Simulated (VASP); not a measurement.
Here is the system:

```yaml
crystal:
  lattice:
    - [1.61500, -2.79726, 0.00000]
    - [1.61500, 2.79726, 0.00000]
    - [0.00000, 0.00000, 5.15000]
  atoms:
    - { symbol: Zr, position: [0.33333, 0.66667, 0.25000] }
    - { symbol: Zr, position: [0.66667, 0.33333, 0.75000] }
```

All values below come from PBE GGA with D3 dispersion (Becke-Johnson damping), VASP's PBE PAW potentials (set 64) (plane waves; VASP). Numerical set-up: 400 eV cut-off, 12×12×7 Γ-centred mesh, first-order Methfessel-Paxton smearing of 0.10 eV, potentials Zr_sv.

Problem. What does the run give for the energy per atom (σ→0), pressure, band gap (on the k-mesh) with the smallest direct gap where there is one?

Solution. 
```json
{
  "band gap (on the k-mesh)": "none (metal, semimetal or under 0.01 eV)",
  "energy per atom (σ→0)": "-9.046 eV/atom",
  "pressure": "-3.43 GPa"
}
```

Only differences to runs with the same potentials and settings are physical.

The compound is Zr in the hcp structure. The cell was not relaxed at this level. The run is one of a series of settings (IVDW = 12 against the base run), some of them coarse on purpose.
